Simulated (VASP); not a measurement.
Here is the system:

```xyz
8
Lattice="0.0000 2.7142 2.7142 2.7142 0.0000 2.7142 10.8884 10.8884 -0.0315" Properties=species:S:1:pos:R:3 pbc="T T T"
Sr     0.0000     0.0000     0.0000
O      2.6337     2.6337     2.7947
O      5.4118     5.4118     2.7308
O      8.1908     8.1908     2.6661
O     10.9689    10.9689     2.6022
Ba     2.6653     2.6653     0.0489
Ba     5.4442     5.4442    -0.0158
Ba    10.9373    10.9373     5.3480
```

All values below come from PBEsol GGA, VASP's PBE PAW potentials (set 64) (plane waves; VASP 6.6.1). Settings: 520 eV cut-off, Gaussian smearing of 0.050 eV, potentials Sr_sv O Ba_sv.

Unless said otherwise, spin-orbit coupling is left out, though it shifts the bands of the heavy elements here.

### Question
Give the energies of bands 21 to 34 at the high-symmetry points, in eV from the valence-band maximum.

### Answer

```csv
band,Γ,T,H2,L,S0,F
21,-2.03,-1.88,-1.51,-1.78,-1.50,-2.07
22,-1.37,-1.77,-1.36,-1.74,-1.36,-1.44
23,-1.37,-1.23,-1.34,-1.41,-1.34,-1.37
24,-1.34,-1.23,-1.25,-1.24,-1.26,-1.09
25,-1.22,-1.23,-0.96,-1.14,-0.96,-1.03
26,-0.86,-1.23,-0.91,-1.05,-0.90,-0.98
27,-0.86,-0.66,-0.70,-0.44,-0.70,-0.82
28,-0.85,-0.51,-0.57,-0.41,-0.57,-0.68
29,-0.85,-0.44,-0.54,-0.37,-0.55,-0.52
30,-0.23,-0.44,-0.28,-0.33,-0.27,-0.10
31,-0.23,-0.41,-0.22,-0.23,-0.23,-0.08
32,-0.20,-0.41,-0.20,-0.04,-0.20,0.00
33,3.50,4.10,4.50,2.39,4.49,2.10
34,4.44,4.13,4.59,2.78,4.69,3.54
```

The gap is direct, 2.10 eV, from the valence maximum at F to the conduction minimum at F.

The structure was generated: Ba3SrO4 was put into an ordered model structure (R-3m), which need not be its known phase. It was relaxed first.
